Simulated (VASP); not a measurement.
# Driving VASP from ASE on LaAgSb2

Do ASE scripts that read LaAgSb2 from different structure formats give one answer, and do several routes find one equilibrium volume? All runs use LDA. Left out of this account: at least 1 further run (self-consistent run: a reference on another mesh). The start is a computed cell from the Materials Project.

Program: VASP 6.6.1. Level of theory: LDA; plane waves and PAW (La, Ag, Sb). Results are calculated unless marked as measured.

## 1. Set-up

The structure is tetragonal, space group P4/nmm (No. 129). The conventional cell has a = 4.403 Å, b = 4.403 Å, c = 11.067 Å, α = 90.00°, β = 90.00°, γ = 90.00°. Nearest to La lie 8 Sb at 3.29 to 3.42 Å and 4 Ag at 3.65 Å. Nearest to Ag lie 4 Sb at 2.87 Å and 4 Ag at 3.11 Å and 4 La at 3.65 Å. Nearest to Sb lie 4 Ag at 2.87 Å and 4 La at 3.29 Å. Nearest to Sb lie 4 Sb at 3.11 Å and 4 La at 3.42 Å. Farther neighbours are not listed.

Structure file:

```cif
data_structure
_symmetry_space_group_name_H-M 'P4/nmm:1'
_symmetry_Int_Tables_number 129
_cell_length_a 4.4035
_cell_length_b 4.4035
_cell_length_c 11.0668
_cell_angle_alpha 90.000
_cell_angle_beta 90.000
_cell_angle_gamma 90.000
_cell_volume 214.59
loop_
_atom_site_label
_atom_site_type_symbol
_atom_site_symmetry_multiplicity
_atom_site_Wyckoff_symbol
_atom_site_fract_x
_atom_site_fract_y
_atom_site_fract_z
_atom_site_occupancy
La1 La 2 c 0.00000 0.50000 0.26299 1
Ag1 Ag 2 a 0.00000 0.00000 0.00000 1
Sb1 Sb 2 c 0.00000 0.50000 0.83331 1
Sb2 Sb 2 b 0.00000 0.00000 0.50000 1
```

## 2. Total energy, forces and stress (LDA, through ASE)

A single point through ASE, with the structure read from an extended xyz file.

run.py

```python
import numpy as np
from ase.calculators.vasp import Vasp
from ase.io import read
from ase.dft.bandgap import bandgap

atoms = read('LaAgSb2.xyz')

calc = Vasp(
    xc='lda',
    pp='LDA',
    prec='Accurate',
    encut=400,
    ediff=1e-06,
    nelm=100,
    ismear=-1,
    sigma=0.05,
    lreal=False,
    algo='Normal',
    nbands=40,
    lasph=True,
    lorbit=11,
    lwave=False,
    lcharg=False,
    kpar=8,
    isif=2,
    pp_version='64',
    setups={'La': '', 'Ag': '', 'Sb': ''},
    kpts=(7, 7, 3),
    gamma=True,
    txt='vasp.out',
)
atoms.calc = calc

print("energy (eV):", round(atoms.get_potential_energy(), 6))
print("Fermi level (eV):", round(calc.get_fermi_level(), 4))
print("forces (eV/A):")
print(np.round(atoms.get_forces(), 4))
print("stress (GPa, Voigt, tension positive):", np.round(atoms.get_stress() * 160.21766, 3))
gap, p1, p2 = bandgap(calc, direct=False)
print("gap on the mesh (eV):", round(gap, 4))
```

LaAgSb2.xyz

```xyz
8
Lattice="4.4034617500 0.0000000000 0.0000000000 0.0000000000 4.4034617500 0.0000000000 0.0000000000 0.0000000000 11.0668197600" Properties=species:S:1:pos:R:3 pbc="T T T"
La     0.0000000000      2.2017308750      2.9104961291
La     2.2017308750      0.0000000000      8.1563236309
Ag     0.0000000000      0.0000000000      0.0000000000
Ag     2.2017308750      2.2017308750      0.0000000000
Sb     0.0000000000      2.2017308750      9.2221176919
Sb     2.2017308750      0.0000000000      1.8447020681
Sb     0.0000000000      0.0000000000      5.5334098800
Sb     2.2017308750      2.2017308750      5.5334098800
```

PAW data sets: La, Ag and Sb (LDA family, release 64).

Run with:

```
> export ASE_VASP_COMMAND="mpirun -np 8 vasp_std"
> python run.py
```

The log of the run:

```text
energy (eV): -43.975855
Fermi level (eV): 7.6947
forces (eV/A):
[[-0.      0.     -0.1151]
 [ 0.      0.      0.1151]
 [ 0.      0.      0.    ]
 [ 0.     -0.      0.    ]
 [ 0.      0.      0.1624]
 [ 0.     -0.     -0.1624]
 [ 0.     -0.      0.    ]
 [ 0.      0.      0.    ]]
stress (GPa, Voigt, tension positive): [ 4.511  4.511  5.298 -0.     0.    -0.   ]
gap on the mesh (eV): 0.0
```

It took 21 s on 8 MPI ranks of Intel Xeon 6975P-C (Granite Rapids), shared host; peak memory 2.3 GiB.

Lines that name or quote the potential files are left out of all logs, and their timing lines are given in words.

The INCAR that ASE wrote:

```
ENCUT = 400.000000
SIGMA = 0.050000
EDIFF = 1.00e-06
ALGO = Normal
PREC = Accurate
ISIF = 2
ISMEAR = -1
KPAR = 8
LORBIT = 11
NBANDS = 40
NELM = 100
LASPH = .TRUE.
LCHARG = .FALSE.
LWAVE = .FALSE.
LREAL = .FALSE.
```

The KPOINTS that ASE wrote:

```
KPOINTS created by Atomic Simulation Environment
0
Gamma
7 7 3
0 0 0
```

VASP's own log, vasp.out:

```text
[banner, memory and clock lines left out]
running    8 mpi-ranks, on    1 nodes
 distrk:  each k-point on    1 cores,    8 groups
 distr:  one band on    1 cores,    1 groups

 POSCAR found type information on POSCAR LaAgSb
 POSCAR found :  3 types and       8 ions
|                                                                             |
|           W    W    AA    RRRRR   N    N  II  N    N   GGGG   !!!           |
|           W    W   A  A   R    R  NN   N  II  NN   N  G    G  !!!           |
|           W    W  A    A  R    R  N N  N  II  N N  N  G       !!!           |
|           W WW W  AAAAAA  RRRRR   N  N N  II  N  N N  G  GGG   !            |
|           WW  WW  A    A  R   R   N   NN  II  N   NN  G    G                |
|           W    W  A    A  R    R  N    N  II  N    N   GGGG   !!!           |
|                                                                             |
|     For optimal performance we recommend to set                             |
|       NCORE = 2 up to number-of-cores-per-socket                            |
|     NCORE specifies how many cores store one orbital (NPAR=cpu/NCORE).      |
|     This setting can greatly improve the performance of VASP for DFT.       |
|     The default, NCORE=1 might be grossly inefficient on modern             |
|     multi-core architectures or massively parallel machines. Do your        |
|     Unfortunately you need to use the default for GW and RPA                |
|     calculations (for HF NCORE is supported but not extensively tested      |
|     yet).                                                                   |
|                                                                             |

 LDA part: xc-table for (Slater(with rela. corr.)+CA(PZ))
 , standard interpolation
 POSCAR, INCAR and KPOINTS ok, starting setup
 FFT: planning ... GRIDC
 FFT: planning ... GRID_SOFT
 FFT: planning ... GRID
 WAVECAR not read
 entering main loop
       N       E                     dE             d eps       ncg     rms          rms(c)
DAV:   1     0.548065110977E+03    0.54807E+03   -0.19804E+04  1600   0.155E+03
DAV:   2     0.824356138087E+02   -0.46563E+03   -0.42997E+03  1944   0.324E+02
DAV:   3    -0.233027083613E+02   -0.10574E+03   -0.10053E+03  2296   0.160E+02
DAV:   4    -0.439303626053E+02   -0.20628E+02   -0.19205E+02  3024   0.648E+01
DAV:   5    -0.457307393974E+02   -0.18004E+01   -0.17731E+01  2808   0.204E+01    0.104E+01
DAV:   6    -0.440442582667E+02    0.16865E+01   -0.23963E+01  2792   0.349E+01    0.889E+00
DAV:   7    -0.440505095148E+02   -0.62512E-02   -0.33641E+00  2584   0.128E+01    0.491E+00
DAV:   8    -0.440007667629E+02    0.49743E-01   -0.74261E-01  2744   0.516E+00    0.162E+00
DAV:   9    -0.439867501251E+02    0.14017E-01   -0.88699E-02  2600   0.223E+00    0.248E-01
DAV:  10    -0.439862591524E+02    0.49097E-03   -0.15007E-02  2912   0.744E-01    0.132E-01
DAV:  11    -0.439863210802E+02   -0.61928E-04   -0.10115E-03  2568   0.178E-01    0.432E-02
DAV:  12    -0.439863259138E+02   -0.48336E-05   -0.22336E-04  2840   0.100E-01    0.161E-02
DAV:  13    -0.439863275932E+02   -0.16794E-05   -0.22633E-05  2432   0.260E-02    0.571E-03
DAV:  14    -0.439863276020E+02   -0.87939E-08   -0.26282E-06  1576   0.121E-02
   1 F= -.43986328E+02 E0= -.43975855E+02  d E =-.209455E-01
```

Parts of OUTCAR (step 2):

```text
ion  position               nearest neighbor table
   1  0.000  0.500  0.263-   6 3.29   6 3.29   6 3.29   6 3.29   7 3.42   8 3.42   8 3.42   7 3.42

  LATTYP: Found a simple tetragonal cell.
 ALAT       =     4.4034617500
 C/A-ratio  =     2.5132090133

 Subroutine GETGRP returns: Found 16 space group operations
 (whereof  8 operations were pure point group operations)

The static configuration has the point symmetry D_2d.
 The point group associated with its full space group is D_4h.

 Found     20 irreducible k-points:

   k-points           NKPTS =     20   k-points in BZ     NKDIM =     20   number of bands    NBANDS=     40

   dimension x,y,z NGX =    30 NGY =   30 NGZ =   72
   dimension x,y,z NGXF=    60 NGYF=   60 NGZF=  144

   ENCUT  =  400.0 eV  29.40 Ry    5.42 a.u.   7.18  7.18 18.05*2*pi/ulx,y,z

   NELECT =      64.0000    total number of electrons

 k-points in reciprocal lattice and weights: KPOINTS created by Atomic Simulation Env
   0.00000000  0.00000000  0.00000000       0.007
   0.14285714  0.00000000  0.00000000       0.027
   0.28571429  0.00000000  0.00000000       0.027
   0.42857143  0.00000000  0.00000000       0.027
   0.14285714  0.14285714  0.00000000       0.027
   0.28571429  0.14285714  0.00000000       0.054
   0.42857143  0.14285714  0.00000000       0.054
   0.28571429  0.28571429  0.00000000       0.027
   0.42857143  0.28571429  0.00000000       0.054
[...]
0.42857143  0.28571429  0.33333333       0.109
   0.42857143  0.42857143  0.33333333       0.054

 average (electrostatic) potential at core
       1 -96.2818       2 -96.2818       3 -71.6357       4 -71.6357       5 -85.0969
       6 -85.0969       7 -85.4025       8 -85.4025

 E-fermi :   7.6947

 k-point     1 :       0.0000    0.0000    0.0000
  band No.  band energies     occupation
    ...
     26       4.9174      2.00000
     27       6.5668      2.00000
     28       6.5668      2.00000
     29       6.7623      2.00000
     30       6.9930      2.00000
     31       8.1115      0.00048
     32       8.1115      0.00048
     33       8.1276      0.00035
     34       9.0872      0.00000
     35       9.3500      0.00000
    ...

 k-point     2 :       0.1429    0.0000    0.0000
  band No.  band energies     occupation
    ...
     27       6.0391      2.00000
     28       6.5870      2.00000
     29       6.6316      2.00000
     30       7.2493      1.99973
     31       7.5637      1.86437
     32       7.8199      0.15117
     33       8.5651      0.00000
     34       9.0682      0.00000
     35       9.3976      0.00000
     36       9.4477      0.00000
    ...

 k-point     3 :       0.2857    0.0000    0.0000
  band No.  band energies     occupation
    ...
     28       6.1412      2.00000
     29       6.6965      2.00000
     30       7.0087      2.00000
     31       7.2603      1.99966
     32       7.5487      1.89781
     33       8.7910      0.00000
     34       8.8719      0.00000
     35       8.9951      0.00000
     36       9.2245      0.00000
     37       9.2679      0.00000
    ...

  Total       -6.0422065     -6.0422065     -7.0959449      0.0000000      0.0000000     -0.0000000
  in kB      -45.1122879    -45.1122879    -52.9797033      0.0000000      0.0000000     -0.0000000
  external PRESSURE =     -47.7347597 kB  Pullay stress =       0.0000000 kB

  energy-cutoff  :      400.00
  volume of cell :      214.59
      direct lattice vectors                 reciprocal lattice vectors
     4.403461750  0.000000000  0.000000000     0.227094058  0.000000000  0.000000000
     0.000000000  4.403461750  0.000000000     0.000000000  0.227094058  0.000000000
     0.000000000  0.000000000 11.066819760     0.000000000  0.000000000  0.090360196

 POSITION                                       TOTAL-FORCE (eV/Angst)
 -----------------------------------------------------------------------------------
      0.00000      2.20173      2.91050        -0.000000      0.000000     -0.115126
      2.20173      0.00000      8.15632         0.000000      0.000000      0.115126
      0.00000      0.00000      0.00000         0.000000      0.000000      0.000000
      2.20173      2.20173      0.00000         0.000000     -0.000000      0.000000
      0.00000      2.20173      9.22212         0.000000      0.000000      0.162399
      2.20173      0.00000      1.84470         0.000000     -0.000000     -0.162399
      0.00000      0.00000      5.53341         0.000000     -0.000000      0.000000
      2.20173      2.20173      5.53341         0.000000      0.000000      0.000000
 -----------------------------------------------------------------------------------
    total drift:                                0.000000      0.000000      0.000000

  FREE ENERGIE OF THE ION-ELECTRON SYSTEM (eV)
  ---------------------------------------------------
  free  energy   TOTEN  =       -43.9863276020 eV

  energy  without entropy=      -43.9653821429  energy(sigma->0) =      -43.97585487

 total charge
# of ion       s       p       d       f       tot
--------------------------------------------------
    1        2.022   5.627   0.714   0.150   8.513
    2        2.022   5.627   0.714   0.150   8.513
    3        0.398   0.327   9.143   0.000   9.868
    4        0.398   0.327   9.143   0.000   9.868
    5        1.133   1.338   0.029   0.000   2.500
    6        1.133   1.338   0.029   0.000   2.500
    7        1.184   1.230   0.032   0.000   2.446
    8        1.184   1.230   0.032   0.000   2.446
--------------------------------------------------
tot          9.474  17.045  19.835   0.300  46.654

[... 3 further parts left out ...]
```

The k-mesh is coarse for a metal. At this level the cell is under a tension of 4.8 GPa, so at these settings it is away from equilibrium.

Numbers from this step:

| Property | Result |
| --- | --- |
| SCF cycles | 14 |
| electrons | 64 |
| bands | 40 |
| irreducible k-points | 20 |
| symmetry operations | 16 |
| free energy (TOTEN) | -43.99 eV |
| energy at zero smearing | -43.98 eV |
| Fermi energy | 7.695 eV |
| pressure | -4.773 GPa |
| metallic, judged on the points sampled | yes |

Force by atom:

```csv
atom,x (eV/Å),y (eV/Å),z (eV/Å),size
La1,0.000,0.000,-0.115,0.115
La2,0.000,0.000,0.115,0.115
Ag3,0.000,0.000,0.000,0.000
Ag4,0.000,0.000,0.000,0.000
Sb5,0.000,0.000,0.162,0.162
Sb6,0.000,0.000,-0.162,0.162
Sb7,0.000,0.000,0.000,0.000
Sb8,0.000,0.000,0.000,0.000
```

The pressure is -4.77 GPa and the largest force 0.162 eV/Å, so the cell is not at a minimum at these settings.

(Continued in part 2 of 4.)

[Lines on the potential files, build, host, timing and source positions are cut from VASP's logs without a mark.]

[Logs are printed without paths, hosts, clocks, repeated set-up lines and the standing remarks that a program may print on its own settings, such as how far it seeks lower states.]

[Hosts, paths, dates, database ids (printed as entryN), source tags and the programs' standing remarks are cut or masked in the printed files.]

[A measured line is paired with the nearest computed mode of its activity, which favours agreement.]

[In band tables of VASP the shares of atoms and orbitals are scaled to a sum of 1 inside the atoms' spheres.]
